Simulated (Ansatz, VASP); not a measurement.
# Cross-check of Ge7H (H-terminated Ge(111)) between VASP and Ansatz

Aim: how closely do two programs agree when they are given the same cell, functional and k mesh? The structure shown is the end of the VASP relaxation below.

Method: plane waves, with VASP 6.6.1 beside it; single point at PBE, in Ansatz 0.2.0.

### Step 1. The starting structure

The cell holds 16 atoms: 14 Ge and 2 H. Cell: a = 4.093 Å, b = 4.093 Å, c = 40.009 Å, α = 90.0°, β = 90.0°, γ = 60.0°. It derives from Ge. As first built, before any earlier steps moved the atoms (in the runner's words): 14 layers of Ge at this functional's lattice, H on top and H below. Vacuum lies along c.

Structure file:

```xyz
16
Lattice="4.0934 0.0000 0.0000 2.0467 3.5450 0.0000 0.0000 0.0000 40.0092" Properties=species:S:1:pos:R:3
Ge    4.0934    2.3633    9.5974
Ge    0.0000    0.0000   10.3880
Ge    0.0000    0.0000   12.8863
Ge    2.0467    1.1817   13.7249
Ge    2.0467    1.1817   16.2380
Ge    4.0934    2.3633   17.0796
Ge    4.0934    2.3633   19.5862
Ge    0.0000    0.0000   20.4229
Ge    0.0000    0.0000   22.9296
Ge    2.0467    1.1817   23.7712
Ge    2.0467    1.1817   26.2843
Ge    4.0934    2.3633   27.1228
Ge    4.0934    2.3633   29.6212
Ge    0.0000    0.0000   30.4118
H     4.0934    2.3633    8.0233
H     0.0000    0.0000   31.9859
```

### Step 2. VASP: relaxation, PBE

This run makes the geometry at which the two programs are then compared.

Lines of VASP's logs that name or quote its potential files are left out, and so is its time.

Input file INCAR:

```
SYSTEM = Ge7H
PREC = Normal
ENCUT = 320
EDIFF = 1E-05
NELM = 120
ISMEAR = 0
SIGMA = 0.03
LREAL = Auto
ALGO = Fast
GGA = PE
NBANDS = 45
LORBIT = 11
LWAVE = .FALSE.
LCHARG = .FALSE.
KPAR = 4
IBRION = 2
NSW = 60
ISIF = 2
EDIFFG = -0.03
POTIM = 0.4
MAXMIX = 40
IDIPOL = 3
LDIPOL = .TRUE.
DIPOL = 0.5 0.5 0.5
```

Input file POSCAR:

```
Ge7H
1.0
    4.0934265369      0.0000000000      0.0000000000
    2.0467132684      3.5450113694      0.0000000000
    0.0000000000      0.0000000000     40.0091798226
Ge H
14 2
Direct
    0.6666666700      0.6666666700      0.2389451600
    0.0000000000      0.0000000000      0.2598295500
    0.0000000000      0.0000000000      0.3224827100
    0.3333333300      0.3333333300      0.3433671000
    0.3333333300      0.3333333300      0.4060202600
    0.6666666700      0.6666666700      0.4269046500
    0.6666666700      0.6666666700      0.4895578100
    0.0000000000      0.0000000000      0.5104421900
    0.0000000000      0.0000000000      0.5730953500
    0.3333333300      0.3333333300      0.5939797400
    0.3333333300      0.3333333300      0.6566329000
    0.6666666700      0.6666666700      0.6775172900
    0.6666666700      0.6666666700      0.7401704500
    0.0000000000      0.0000000000      0.7610548400
    0.6666666700      0.6666666700      0.1999541100
    0.0000000000      0.0000000000      0.8000458900
```

Input file KPOINTS:

```
Automatic mesh
0
Gamma
9 9 1
0 0 0
```

The projector-augmented-wave data sets are Ge and H (PBE family, release 64).

Command:

```console
$ mpirun -np 4 vasp_std
```

Numbers of over 12 decimals in the logs are rounded to 6 here.

Log:

```text
[banner, memory and clock lines left out]
running    4 mpi-ranks, on    1 nodes
 distrk:  each k-point on    1 cores,    4 groups
 distr:  one band on    1 cores,    1 groups

 POSCAR found type information on POSCAR GeH
 POSCAR found :  2 types and      16 ions
 LDA part: xc-table for (Slater+PW92), standard interpolation
 POSCAR, INCAR and KPOINTS ok, starting setup
 FFT: planning ... GRIDC
 FFT: planning ... GRID_SOFT
 FFT: planning ... GRID
 WAVECAR not read
 entering main loop
       N       E                     dE             d eps       ncg     rms          rms(c)
DAV:   1     0.212162986335E+03    0.21216E+03   -0.14872E+04  1080   0.663E+02
DAV:   2    -0.458299377073E+02   -0.25799E+03   -0.24766E+03  1457   0.142E+02
DAV:   3    -0.693017085800E+02   -0.23472E+02   -0.23074E+02  1326   0.453E+01
DAV:   4    -0.700031669870E+02   -0.70146E+00   -0.69807E+00  1552   0.835E+00
DAV:   5    -0.700159544114E+02   -0.12787E-01   -0.12778E-01  1403   0.107E+00    0.847E+00
RMM:   6    -0.693449265285E+02    0.67103E+00   -0.33506E-01  1080   0.165E+00    0.505E+00
RMM:   7    -0.690442209532E+02    0.30071E+00   -0.82103E-01  1085   0.278E+00    0.603E-01
RMM:   8    -0.690407816363E+02    0.34393E-02   -0.58194E-02  1095   0.934E-01    0.355E-01
RMM:   9    -0.690398948882E+02    0.88675E-03   -0.26355E-02  1115   0.479E-01    0.134E-01
RMM:  10    -0.690396735530E+02    0.22134E-03   -0.38194E-03  1147   0.188E-01    0.822E-02
RMM:  11    -0.690392391359E+02    0.43442E-03   -0.25014E-03  1084   0.140E-01    0.388E-02
RMM:  12    -0.690394702329E+02   -0.23110E-03   -0.59600E-04  1139   0.610E-02    0.227E-02
RMM:  13    -0.690398800713E+02   -0.40984E-03   -0.20416E-04  1034   0.390E-02    0.143E-02
RMM:  14    -0.690402065243E+02   -0.32645E-03   -0.93004E-05   920   0.228E-02    0.551E-03
RMM:  15    -0.690404320171E+02   -0.22549E-03   -0.51658E-05   863   0.150E-02    0.349E-03
RMM:  16    -0.690405081292E+02   -0.76112E-04   -0.11532E-05   768   0.815E-03    0.166E-03
RMM:  17    -0.690405557435E+02   -0.47614E-04   -0.53232E-06   650   0.490E-03    0.111E-03
RMM:  18    -0.690405722652E+02   -0.16522E-04   -0.17539E-06   541   0.339E-03    0.552E-04
RMM:  19    -0.690405815121E+02   -0.92469E-05   -0.49149E-07   422   0.257E-03
   1 F= -.69040582E+02 E0= -.69040319E+02  d E =-.690406E+02
[... from here on, the cycles between the ionic steps are left out ...]
   2 F= -.69051263E+02 E0= -.69051005E+02  d E =-.106816E-01
   3 F= -.69051376E+02 E0= -.69051117E+02  d E =-.107949E-01
   4 F= -.69053389E+02 E0= -.69053133E+02  d E =-.201284E-02
   5 F= -.69055468E+02 E0= -.69055226E+02  d E =-.409205E-02
   6 F= -.69055499E+02 E0= -.69055254E+02  d E =-.412223E-02
   7 F= -.69056559E+02 E0= -.69056301E+02  d E =-.106034E-02
   8 F= -.69056951E+02 E0= -.69056667E+02  d E =-.145281E-02
   9 F= -.69057450E+02 E0= -.69057173E+02  d E =-.195108E-02
 curvature:  -1.89 expect dE=-0.112E-02 dE for cont linesearch -0.373E-05
 trial: gam= 0.64511 g(F)=  0.596E-03 g(S)=  0.000E+00 ort = 0.466E-04 (trialstep = 0.190E+01)
 search vector abs. value=  0.111E-02
 bond charge predicted
       N       E                     dE             d eps       ncg     rms          rms(c)
DAV:   1    -0.690578981066E+02   -0.45339E-03   -0.32996E-02  1120   0.635E-01    0.595E-02
RMM:   2    -0.690581808240E+02   -0.28272E-03   -0.20378E-03  1085   0.153E-01    0.721E-02
RMM:   3    -0.690581802214E+02    0.60260E-06   -0.46922E-04  1106   0.667E-02    0.519E-02
RMM:   4    -0.690581089417E+02    0.71280E-04   -0.18322E-04  1093   0.357E-02    0.325E-02
RMM:   5    -0.690581043718E+02    0.45700E-05   -0.36317E-05   893   0.173E-02
  10 F= -.69058104E+02 E0= -.69057832E+02  d E =-.654680E-03
 trial-energy change:   -0.000655  1 .order   -0.000635   -0.001187   -0.000083
 step:   2.0390(harm=  2.0390)  dis= 0.00509  next Energy=   -69.058088 (dE=-0.638E-03)
 reached required accuracy - stopping structural energy minimisation
```

Parts of OUTCAR (step 2):

```text
ion  position               nearest neighbor table
   1  0.667  0.667  0.239-  15 1.56   2 2.51   2 2.51   2 2.51
   2  0.000  0.000  0.260-   3 2.51   1 2.51   1 2.51   1 2.51
   3  0.000  0.000  0.322-   2 2.51   4 2.51   4 2.51   4 2.51
   4  0.333  0.333  0.343-   5 2.51   3 2.51   3 2.51   3 2.51
   5  0.333  0.333  0.406-   4 2.51   6 2.51   6 2.51   6 2.51
   6  0.667  0.667  0.427-   7 2.51   5 2.51   5 2.51   5 2.51
   7  0.667  0.667  0.490-   8 2.51   8 2.51   8 2.51   6 2.51
   8  0.000  0.000  0.510-   7 2.51   7 2.51   7 2.51   9 2.51
   9  0.000  0.000  0.573-   8 2.51  10 2.51  10 2.51  10 2.51
  10  0.333  0.333  0.594-  11 2.51   9 2.51   9 2.51   9 2.51
  11  0.333  0.333  0.657-  10 2.51  12 2.51  12 2.51  12 2.51
  12  0.667  0.667  0.678-  13 2.51  11 2.51  11 2.51  11 2.51
  13  0.667  0.667  0.740-  12 2.51  14 2.51  14 2.51  14 2.51
  14  0.000  0.000  0.761-  16 1.56  13 2.51  13 2.51  13 2.51
  15  0.667  0.667  0.200-   1 1.56
  16  0.000  0.000  0.800-  14 1.56

  LATTYP: Found a hexagonal cell.
 ALAT       =     4.0934265368
 C/A-ratio  =     9.7740070483

 Subroutine GETGRP returns: Found 12 space group operations
 (whereof  6 operations were pure point group operations)

The static configuration has the point symmetry C_3v.
 The point group associated with its full space group is D_3d.

 Found     12 irreducible k-points:

   k-points           NKPTS =     12   k-points in BZ     NKDIM =     12   number of bands    NBANDS=     45

   dimension x,y,z NGX =    18 NGY =   18 NGZ =  180
   dimension x,y,z NGXF=    36 NGYF=   36 NGZF=  360

   ENCUT  =  320.0 eV  23.52 Ry    4.85 a.u.   5.97  5.97 58.36*2*pi/ulx,y,z

   NELECT =      58.0000    total number of electrons

 k-points in reciprocal lattice and weights: Automatic mesh
   0.00000000  0.00000000  0.00000000       0.012
   0.11111111  0.00000000  0.00000000       0.074
   0.22222222 -0.00000000  0.00000000       0.074
   0.33333333  0.00000000  0.00000000       0.074
   0.44444444 -0.00000000  0.00000000       0.074
   0.22222222  0.11111111  0.00000000       0.074
   0.33333333  0.11111111  0.00000000       0.148
   0.44444444  0.11111111  0.00000000       0.148
  -0.44444444  0.11111111  0.00000000       0.074
   0.44444444  0.22222222  0.00000000       0.074
  -0.44444444  0.22222222  0.00000000       0.148
  -0.33333333  0.33333333  0.00000000       0.025

 dipolmoment           0.000000      0.000000     -0.000000 electrons x Angstroem

 average (electrostatic) potential at core
       1 -36.5045       2 -36.5527       3 -36.5772       4 -36.5869       5 -36.5882
       6 -36.5901       7 -36.6039       8 -36.6039       9 -36.5901      10 -36.5882
      11 -36.5869      12 -36.5772      13 -36.5527      14 -36.5045      15 -36.8231
      16 -36.8231

 E-fermi :   0.0780

 k-point     1 :       0.0000    0.0000    0.0000
  band No.  band energies     occupation
    ...
     26      -0.1191      2.00000
     27      -0.1191      2.00000
     28       0.0586      1.63932
     29       0.0732      1.18033
     30       0.0732      1.18029
     31       0.1632      0.00006
     32       0.2501      0.00000
     33       0.3953      0.00000
     34       0.5682      0.00000
     35       0.7684      0.00000
    ...

 k-point     2 :       0.1111    0.0000    0.0000
  band No.  band energies     occupation
    ...
     25      -0.8772      2.00000
     26      -0.5988      2.00000
     27      -0.4171      2.00000
     28      -0.3227      2.00000
     29      -0.1242      2.00000
     30       1.0989      0.00000
     31       1.2215      0.00000
     32       1.3026      0.00000
     33       1.4181      0.00000
     34       1.4912      0.00000
    ...

 k-point     3 :       0.2222   -0.0000    0.0000
  band No.  band energies     occupation
    ...
     25      -1.3643      2.00000
     26      -1.0660      2.00000
     27      -0.8189      2.00000
     28      -0.7747      2.00000
     29      -0.5679      2.00000
     30       0.9667      0.00000
     31       1.4357      0.00000
     32       1.5768      0.00000
     33       1.6322      0.00000
     34       1.6802      0.00000
    ...

  Total       -0.8108190     -0.8108190     -1.3731573      0.0000000     -0.0000000     -0.0000000
  in kB       -2.2375371     -2.2375371     -3.7893662      0.0000000     -0.0000000     -0.0000000
  external PRESSURE =      -2.7548134 kB  Pullay stress =       0.0000000 kB

  energy-cutoff  :      320.00
  volume of cell :      580.58
      direct lattice vectors                 reciprocal lattice vectors
     4.093426537  0.000000000  0.000000000     0.244294112 -0.141043271  0.000000000
     2.046713268  3.545011369  0.000000000     0.000000000  0.282086542  0.000000000
     0.000000000  0.000000000 40.009179823     0.000000000  0.000000000  0.024994264

 POSITION                                       TOTAL-FORCE (eV/Angst)
 -----------------------------------------------------------------------------------
      4.09343      2.36334      9.59735         0.000000      0.000000     -0.011479
      0.00000      0.00000     10.38802         0.000000     -0.000000      0.007463
      0.00000      0.00000     12.88634         0.000000     -0.000000      0.008346
      2.04671      1.18167     13.72486         0.000000     -0.000000      0.024656
      2.04671      1.18167     16.23797         0.000000     -0.000000     -0.018890
      4.09343      2.36334     17.07957         0.000000      0.000000     -0.019859
      4.09343      2.36334     19.58624         0.000000     -0.000000     -0.001427
      4.09343      0.00000     20.42294         0.000000     -0.000000      0.001427
      0.00000      0.00000     22.92961        -0.000000     -0.000000      0.019859
      2.04671      1.18167     23.77121         0.000000     -0.000000      0.018890
      2.04671      1.18167     26.28432         0.000000     -0.000000     -0.024656
      4.09343      2.36334     27.12284        -0.000000     -0.000000     -0.008346
      4.09343      2.36334     29.62116        -0.000000     -0.000000     -0.007463
      4.09343      0.00000     30.41183        -0.000000     -0.000000      0.011479
      4.09343      2.36334      8.02331         0.000000     -0.000000      0.012274
      0.00000      0.00000     31.98587        -0.000000     -0.000000     -0.012274
 -----------------------------------------------------------------------------------
    total drift:                               -0.000003     -0.000002     -0.000004

  FREE ENERGIE OF THE ION-ELECTRON SYSTEM (eV)
  ---------------------------------------------------
  free  energy   TOTEN  =       -69.0581043718 eV

  energy  without entropy=      -69.0575595016  energy(sigma->0) =      -69.05783194

 reached required accuracy - stopping structural energy minimisation

 vacuum level on the upper side and lower side of the slab         4.444         4.444

 total charge
# of ion       s       p       d       tot
------------------------------------------
    1        1.112   1.271   0.066   2.448
    2        1.126   1.220   0.053   2.399
    3        1.133   1.201   0.053   2.386
    4        1.136   1.193   0.052   2.381
    5        1.137   1.191   0.052   2.380
    6        1.137   1.192   0.053   2.382
    7        1.137   1.193   0.053   2.383
    8        1.137   1.193   0.053   2.383
    9        1.137   1.192   0.053   2.382
   10        1.137   1.191   0.052   2.380
   11        1.136   1.193   0.052   2.381
   12        1.133   1.201   0.053   2.386
   13        1.126   1.220   0.053   2.399
   14        1.112   1.271   0.066   2.448
   15        0.529   0.010   0.000   0.539
   16        0.529   0.010   0.000   0.539
--------------------------------------------------
tot         16.894  16.939   0.762  34.595

[... 3 further parts left out ...]
```

The data set Ge keeps the semicore shell frozen, which is cheaper and a little less accurate. The run keeps the 12 symmetry operations of its start, so it cannot find a distortion of lower symmetry.

(Continued in part 2 of 2.)

[Lines on the potential files, build, host, timing and source positions are cut from VASP's logs without a mark.]

[Logs are printed without paths, hosts, clocks, repeated set-up lines and the standing remarks that a program may print on its own settings, such as how far it seeks lower states.]

[Hosts, paths, dates, database ids (printed as entryN), source tags and the programs' standing remarks are cut or masked in the printed files.]
